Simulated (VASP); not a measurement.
Here is the system:

```
AuNaO2
1.0
    3.20226    -1.49591    -0.01013
    3.20226     1.49591    -0.01013
   -2.84040     0.00000     5.29520
Na Au O
1 1 2
Cartesian
  1.78206   0.00000   2.63747
  3.20226   0.00000  -0.01013
 -0.13079   0.00000   1.31551
  3.69490   0.00000   3.95944
```

Computed with LDA (Ceperley-Alder, Perdew-Zunger), VASP's LDA PAW potentials (set 64) (plane waves; VASP). Run with 520 eV cut-off, 9×9×5 Γ-centred mesh, tetrahedra with Blöchl corrections, potentials Na_pv Au O.

The cores are frozen, which limits the accuracy of field gradients.

**Question.** Give the principal components of the electric field gradient (V/Å²) and the asymmetry η at each nucleus.

**Answer.** 
```tsv
atom	Vxx	Vyy	Vzz	η
Na1	8.6	3.4	-12.0	0.44
Au2	-244.1	-15.6	259.7	0.88
O3	97.7	47.0	-144.6	0.35
O4	97.7	47.0	-144.6	0.35
```

The structure comes from a computed database's NaAuO2 entry (C2/m); how it stands against other phases isn't given here. It was relaxed first.
